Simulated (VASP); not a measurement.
The system is BaIrPt3.

```
Ir Ba Pt
1.0
     4.46032    0.00000    0.00000
     0.00000    4.46032    0.00000
     0.00000    0.00000    4.46032
Ir Ba Pt
1 1 3
Cartesian
  0.0000 0.0000 0.0000
  2.2302 2.2302 2.2302
  2.2302 0.0000 0.0000
  0.0000 2.2302 0.0000
  0.0000 0.0000 2.2302
```

The cell was built by a generator and needn't be a form met in nature.

Base run:

| Item | Value |
| --- | --- |
| Program | VASP 6.6.1 |
| Functional | r2SCAN |
| Potentials or basis | VASP PAW PBE potentials, release 64 (Ir, Ba_sv, Pt) |
| Cutoff | 520 eV |
| k mesh | 4 × 4 × 4 |
| Occupations | fermi-dirac, width 0.1 eV |
| Spin | no spin polarisation |

Its results: band gap on the k mesh none (metal or under the smearing width); pressure 72.6 GPa.

The run is repeated on the same cell with these changes: k mesh from 4 × 4 × 4 to 4 × 4 × 4, shifted. What comes out?

Band gap on the k mesh none (metal or under the smearing width); pressure 74.3 GPa.

Caveats: a pressure of tens of GPa on the cell as given is suspect, and the run, the potentials or the cell itself is likely at fault; the PAW data sets were made with another functional, which shifts forces and pressure a little.
